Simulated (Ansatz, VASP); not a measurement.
# MnO (Manganosite) in two plane-wave programs

One calculation is typed for both programs; each brings its own data sets and cutoff. How far apart do they land? The cell is taken from a series of VASP runs on this material, whose earlier steps may have relaxed, scaled or displaced it; both programs get it as it stands.

Method: plane waves, with VASP 6.6.1 beside it; relaxation of cell and atoms at LDA, DFT+U, in Ansatz 0.2.0.

## Step 1: The structure

It takes space group Fm-3m (No. 225, cubic). Conventional cell: a = 4.400 Å, b = 4.400 Å, c = 4.400 Å, α = 90.00°, β = 90.00°, γ = 90.00°. Mn has 6 O at 2.20 Å nearest. O has 6 Mn at 2.20 Å nearest. Farther neighbours and most contacts between anions are not listed.

## Step 2: VASP: relaxation of cell and atoms, LDA, DFT+U

The relaxed volume is the usual yardstick between codes: its relative difference is about their pressure difference at one cell divided by the bulk modulus.

Lines of VASP's logs that name or quote its potential files are left out, and so is its time.

INCAR reads:

```
SYSTEM = MnO
PREC = Accurate
ENCUT = 520
EDIFF = 1E-07
NELM = 100
ISMEAR = 0
SIGMA = 0.03
LREAL = .FALSE.
ALGO = Normal
GGA = CA
NBANDS = 16
ISPIN = 2
MAGMOM = 4 0
LDAU = .TRUE.
LDAUTYPE = 2
LDAUL = 2 -1
LDAUU = 3.9 0
LDAUJ = 0 0
LDAUPRINT = 1
LASPH = .TRUE.
LMAXMIX = 4
LORBIT = 11
LWAVE = .FALSE.
LCHARG = .FALSE.
KPAR = 4
IBRION = 2
NSW = 50
ISIF = 3
EDIFFG = -0.002
```

POSCAR reads:

```
MnO
1.0
    0.0000000000      2.2000382158      2.2000382158
    2.2000382158      0.0000000000      2.2000382158
    2.2000382158      2.2000382158      0.0000000000
Mn O
1 1
Direct
    0.0000000000      0.0000000000      0.0000000000
    0.5000000000      0.5000000000      0.5000000000
```

KPOINTS reads:

```
Automatic mesh
0
Gamma
12 12 12
0 0 0
```

The projector-augmented-wave data sets are Mn_pv and O (LDA family, release 64).

Started as:

```console
$ mpirun -np 4 vasp_std
```

Numbers of over 12 decimals in the logs are rounded to 6 here.

The log of the run:

```text
[banner, memory and clock lines left out]
running    4 mpi-ranks, on    1 nodes
 distrk:  each k-point on    1 cores,    4 groups
 distr:  one band on    1 cores,    1 groups

 POSCAR found type information on POSCAR MnO
 POSCAR found :  2 types and       2 ions
 LDA part: xc-table for (Slater(with rela. corr.)+CA(PZ))
 , standard interpolation
 POSCAR, INCAR and KPOINTS ok, starting setup
 FFT: planning ... GRIDC
 FFT: planning ... GRID_SOFT
 FFT: planning ... GRID
 WAVECAR not read
 entering main loop
       N       E                     dE             d eps       ncg     rms          rms(c)
DAV:   1     0.158818170187E+03    0.15882E+03   -0.11089E+04  4616   0.141E+03
DAV:   2    -0.103222480848E+02   -0.16914E+03   -0.15940E+03  5176   0.372E+02
DAV:   3    -0.170226327919E+02   -0.67004E+01   -0.66790E+01  5000   0.824E+01
DAV:   4    -0.170755147126E+02   -0.52882E-01   -0.52874E-01  5192   0.757E+00
DAV:   5    -0.170762316721E+02   -0.71696E-03   -0.71696E-03  5056   0.861E-01    0.148E+01
DAV:   6    -0.163284323254E+02    0.74780E+00   -0.12239E+01  5800   0.419E+01    0.154E+01
DAV:   7    -0.165329476052E+02   -0.20452E+00   -0.11605E+00  4672   0.156E+01    0.918E+00
DAV:   8    -0.165272651237E+02    0.56825E-02   -0.14597E-01  5016   0.367E+00    0.533E+00
DAV:   9    -0.165267185544E+02    0.54657E-03   -0.24311E-02  4992   0.205E+00    0.527E-01
DAV:  10    -0.165272341554E+02   -0.51560E-03   -0.56429E-03  5320   0.107E+00    0.104E-01
DAV:  11    -0.165272611367E+02   -0.26981E-04   -0.25156E-04  4872   0.170E-01    0.565E-02
DAV:  12    -0.165272764686E+02   -0.15332E-04   -0.31977E-05  4960   0.654E-02    0.238E-02
DAV:  13    -0.165272771452E+02   -0.67659E-06   -0.27075E-06  5096   0.220E-02    0.980E-03
DAV:  14    -0.165272772995E+02   -0.15428E-06   -0.16372E-06  4800   0.123E-02    0.513E-03
DAV:  15    -0.165272774618E+02   -0.16236E-06   -0.71591E-08  2616   0.379E-03    0.101E-03
DAV:  16    -0.165272774623E+02   -0.44247E-09   -0.19928E-08  2368   0.123E-03
   1 F= -.16527277E+02 E0= -.16527277E+02  d E =-.165273E+02  mag=     5.0000
 curvature:   0.00 expect dE= 0.000E+00 dE for cont linesearch  0.000E+00
 trial: gam= 0.00000 g(F)=  0.192E-59 g(S)=  0.153E-05 ort = 0.000E+00 (trialstep = 0.100E+01)
 search vector abs. value=  0.153E-05
 bond charge predicted
       N       E                     dE             d eps       ncg     rms          rms(c)
DAV:   1    -0.165273020351E+02   -0.24573E-04   -0.44125E-04  4624   0.314E-01    0.449E-02
DAV:   2    -0.165272779817E+02    0.24053E-04   -0.49774E-05  4656   0.103E-01    0.370E-02
DAV:   3    -0.165272776727E+02    0.30901E-06   -0.60011E-06  4712   0.310E-02    0.149E-02
DAV:   4    -0.165272773329E+02    0.33977E-06   -0.25788E-07  4120   0.472E-03    0.708E-03
DAV:   5    -0.165272771576E+02    0.17525E-06   -0.15188E-07  3872   0.461E-03    0.173E-03
DAV:   6    -0.165272771681E+02   -0.10460E-07   -0.29399E-08  2312   0.256E-03
   2 F= -.16527277E+02 E0= -.16527277E+02  d E =0.294164E-06  mag=     5.0000
 trial-energy change:    0.000000  1 .order   -0.000000   -0.000002    0.000001
 step:   0.5232(harm=  0.5232)  dis= 0.00000  next Energy=   -16.527278 (dE=-0.401E-06)
 bond charge predicted
       N       E                     dE             d eps       ncg     rms          rms(c)
DAV:   1    -0.165272833073E+02   -0.61497E-05   -0.10091E-04  4616   0.150E-01    0.214E-02
DAV:   2    -0.165272777933E+02    0.55141E-05   -0.11349E-05  4640   0.493E-02    0.175E-02
DAV:   3    -0.165272777327E+02    0.60526E-07   -0.13813E-06  4680   0.149E-02    0.706E-03
DAV:   4    -0.165272776629E+02    0.69872E-07   -0.55204E-08  2304   0.222E-03
   3 F= -.16527278E+02 E0= -.16527278E+02  d E =-.200605E-06  mag=     5.0000
 curvature:  -0.26 expect dE=-0.122E-06 dE for cont linesearch -0.122E-06
 trial: gam=-0.24731 g(F)=  0.625E-59 g(S)=  0.467E-06 ort = 0.846E-06 (trialstep = 0.905E+00)
 search vector abs. value=  0.142E-06
 reached required accuracy - stopping structural energy minimisation
```

From OUTCAR (step 2):

```text
ion  position               nearest neighbor table
   1  0.000  0.000  0.000-   2 2.20   2 2.20   2 2.20   2 2.20   2 2.20   2 2.20
   2  0.500  0.500  0.500-   1 2.20   1 2.20   1 2.20   1 2.20   1 2.20   1 2.20

  LATTYP: Found a face centered cubic cell.
 ALAT       =     4.4000764316

 Subroutine GETGRP returns: Found 48 space group operations
 (whereof 48 operations were pure point group operations)

The static configuration has the point symmetry O_h .

 Found     72 irreducible k-points:

   k-points           NKPTS =     72   k-points in BZ     NKDIM =     72   number of bands    NBANDS=     16

   dimension x,y,z NGX =    24 NGY =   24 NGZ =   24
   dimension x,y,z NGXF=    48 NGYF=   48 NGZF=   48

   ENCUT  =  520.0 eV  38.22 Ry    6.18 a.u.   5.79  5.79  5.79*2*pi/ulx,y,z

   NELECT =      19.0000    total number of electrons

 k-points in reciprocal lattice and weights: Automatic mesh
   0.00000000  0.00000000  0.00000000       0.001
   0.08333333  0.00000000  0.00000000       0.005
   0.16666667  0.00000000  0.00000000       0.005
   0.25000000  0.00000000  0.00000000       0.005
   0.33333333  0.00000000  0.00000000       0.005
   0.41666667  0.00000000  0.00000000       0.005
   0.50000000  0.00000000  0.00000000       0.002
   0.08333333  0.08333333  0.00000000       0.003
   0.16666667  0.08333333  0.00000000       0.014
[...]
-0.33333333  0.50000000  0.16666667       0.007
  -0.25000000  0.50000000  0.25000000       0.003

atom =   1  type =  1  l = 2

 onsite density matrix

spin component  1

  0.9382 -0.0000  0.0000 -0.0000 -0.0000
 -0.0000  0.9382  0.0000 -0.0000  0.0000
  0.0000  0.0000  0.9786  0.0000 -0.0000
 -0.0000 -0.0000  0.0000  0.9382 -0.0000
 -0.0000  0.0000 -0.0000 -0.0000  0.9786

spin component  2

  0.0225 -0.0000 -0.0000  0.0000  0.0000
 -0.0000  0.0225  0.0000 -0.0000  0.0000
 -0.0000  0.0000  0.0829  0.0000  0.0000
  0.0000 -0.0000  0.0000  0.0225 -0.0000
  0.0000  0.0000  0.0000 -0.0000  0.0829

 occupancies and eigenvectors

  o =  0.0225  v =  0.0000  0.0000  0.0000  0.0000  0.0000  0.2979 -0.0113  0.0000 -0.9545 -0.0000      0.0000  0.0000  0.0000  0.0000  0.0000  0.0000  0.0000  0.0000  0.0000  0.0000
  o =  0.0225  v =  0.0000  0.0000  0.0000  0.0000  0.0000  0.9546  0.0119  0.0000  0.2978 -0.0000      0.0000  0.0000  0.0000  0.0000  0.0000  0.0000  0.0000  0.0000  0.0000  0.0000
  o =  0.0225  v =  0.0000  0.0000  0.0000  0.0000  0.0000  0.0079 -0.9999  0.0000  0.0143  0.0000      0.0000  0.0000  0.0000  0.0000  0.0000  0.0000  0.0000  0.0000  0.0000  0.0000
  o =  0.0829  v =  0.0000  0.0000  0.0000  0.0000  0.0000 -0.0000 -0.0000  0.9999  0.0000 -0.0159      0.0000  0.0000  0.0000  0.0000  0.0000  0.0000  0.0000  0.0000  0.0000  0.0000
  o =  0.0829  v =  0.0000  0.0000  0.0000  0.0000  0.0000  0.0000  0.0000  0.0159 -0.0000  0.9999      0.0000  0.0000  0.0000  0.0000  0.0000  0.0000  0.0000  0.0000  0.0000  0.0000
  o =  0.9382  v =  0.0000 -0.9970 -0.0000 -0.0771 -0.0000  0.0000  0.0000  0.0000  0.0000  0.0000      0.0000  0.0000  0.0000  0.0000  0.0000  0.0000  0.0000  0.0000  0.0000  0.0000
  o =  0.9382  v =  1.0000  0.0000  0.0000  0.0000  0.0000  0.0000  0.0000  0.0000  0.0000  0.0000      0.0000  0.0000  0.0000  0.0000  0.0000  0.0000  0.0000  0.0000  0.0000  0.0000
  o =  0.9382  v =  0.0000 -0.0771  0.0000  0.9970 -0.0000  0.0000  0.0000  0.0000  0.0000  0.0000      0.0000  0.0000  0.0000  0.0000  0.0000  0.0000  0.0000  0.0000  0.0000  0.0000
  o =  0.9786  v =  0.0000  0.0000 -0.0144 -0.0000 -0.9999  0.0000  0.0000  0.0000  0.0000  0.0000      0.0000  0.0000  0.0000  0.0000  0.0000  0.0000  0.0000  0.0000  0.0000  0.0000
  o =  0.9786  v =  0.0000 -0.0000  0.9999 -0.0000 -0.0144  0.0000  0.0000  0.0000  0.0000  0.0000      0.0000  0.0000  0.0000  0.0000  0.0000  0.0000  0.0000  0.0000  0.0000  0.0000

 average (electrostatic) potential at core
       1 -67.5471       2 -69.3577

 E-fermi :   7.3061

 spin component 1
 k-point     1 :       0.0000    0.0000    0.0000
  band No.  band energies     occupation
    ...
      8       3.2979      1.00000
      9       3.2979      1.00000
     10       4.0089      1.00000
     11       4.0089      1.00000
     12       4.0089      1.00000
     13       7.4209      0.00000
     14      21.5957      0.00000
     15      23.4407      0.00000
     16      23.4407      0.00000

 k-point     2 :       0.0833    0.0000    0.0000
  band No.  band energies     occupation
    ...
      8       3.0663      1.00000
      9       3.0663      1.00000
     10       3.8651      1.00000
     11       4.5538      1.00000
     12       4.5538      1.00000
     13       7.9315      0.00000
     14      20.6032      0.00000
     15      23.2987      0.00000
     16      23.2987      0.00000

 k-point     3 :       0.1667    0.0000    0.0000
  band No.  band energies     occupation
    ...
      8       3.1931      1.00000
      9       3.1931      1.00000
     10       3.8522      1.00000
     11       5.3292      1.00000
     12       5.3292      1.00000
     13       8.9849      0.00000
     14      18.9758      0.00000
     15      22.6690      0.00000
     16      22.6690      0.00000

 k-point     4 :       0.2500    0.0000    0.0000
  band No.  band energies     occupation
    ...
      8       3.3987      1.00000
      9       3.3987      1.00000
     10       4.0256      1.00000
     11       6.0492      1.00000
     12       6.0492      1.00000
     13      10.0528      0.00000
     14      17.4480      0.00000
     15      21.5999      0.00000
     16      21.5999      0.00000

 k-point     5 :       0.3333    0.0000    0.0000
  band No.  band energies     occupation
    ...
      8       3.6141      1.00000
      9       3.6141      1.00000
     10       4.2845      1.00000
     11       6.6351      1.00000
     12       6.6351      1.00000
     13      10.8228      0.00000
     14      16.3353      0.00000
     15      20.5575      0.00000
     16      20.5575      0.00000

 k-point     6 :       0.4167    0.0000    0.0000
  band No.  band energies     occupation
    ...
      8       3.7774      1.00000
      9       3.7774      1.00000
     10       4.5279      1.00000
     11       7.0226      1.00000
     12       7.0226      1.00000
     13      11.1356      0.00000
     14      15.8059      0.00000
     15      19.8347      0.00000
     16      19.8347      0.00000

  Total       -0.0025393     -0.0025393     -0.0025393      0.0000000     -0.0000000      0.0000000
  in kB       -0.1910625     -0.1910625     -0.1910625      0.0000000     -0.0000000      0.0000000
  external PRESSURE =      -0.1910625 kB  Pullay stress =       0.0000000 kB

  energy-cutoff  :      520.00
  volume of cell :       21.29
      direct lattice vectors                 reciprocal lattice vectors
     0.000000000  2.199910462  2.199910462    -0.227281977  0.227281977  0.227281977
     2.199910462 -0.000000000  2.199910462     0.227281977 -0.227281977  0.227281977
     2.199910462  2.199910462  0.000000000     0.227281977  0.227281977 -0.227281977

 POSITION                                       TOTAL-FORCE (eV/Angst)
 -----------------------------------------------------------------------------------
      0.00000      0.00000      0.00000         0.000000     -0.000000     -0.000000
      2.19991      2.19991      2.19991        -0.000000      0.000000      0.000000
 -----------------------------------------------------------------------------------
    total drift:                                0.000000     -0.000000     -0.000000

  FREE ENERGIE OF THE ION-ELECTRON SYSTEM (eV)
  ---------------------------------------------------
  free  energy   TOTEN  =       -16.5272776629 eV

  energy  without entropy=      -16.5272776629  energy(sigma->0) =      -16.52727766

 reached required accuracy - stopping structural energy minimisation

 total charge
# of ion       s       p       d       tot
------------------------------------------
    1        0.220   6.200   4.984  11.404
    2        1.543   3.444   0.000   4.987
--------------------------------------------------
tot          1.763   9.644   4.984  16.391

 magnetization (x)
# of ion       s       p       d       tot
------------------------------------------
    1        0.028   0.022   4.529   4.578
    2        0.024   0.159   0.000   0.183
--------------------------------------------------
tot          0.052   0.181   4.529   4.761

[... 6 further parts left out ...]
```

CONTCAR:

```
MnO
   1.00000000000000
     0.0000000000000000    2.1999104622858985    2.1999104622858985
     2.1999104622858985   -0.0000000000000000    2.1999104622858985
     2.1999104622858985    2.1999104622858985    0.0000000000000000
  Mn              O
     1     1
Direct
     0.0000000000000000    0.0000000000000000    0.0000000000000000
     0.5000000000000000    0.5000000000000000    0.5000000000000000
```

The cell holds one magnetic atom, so no antiferromagnetic order fits into it.

(Continued in part 2 of 2.)

[Lines on the potential files, build, host, timing and source positions are cut from VASP's logs without a mark.]

[Logs are printed without paths, hosts, clocks, repeated set-up lines and the standing remarks that a program may print on its own settings, such as how far it seeks lower states.]

[Hosts, paths, dates, database ids (printed as entryN), source tags and the programs' standing remarks are cut or masked in the printed files.]
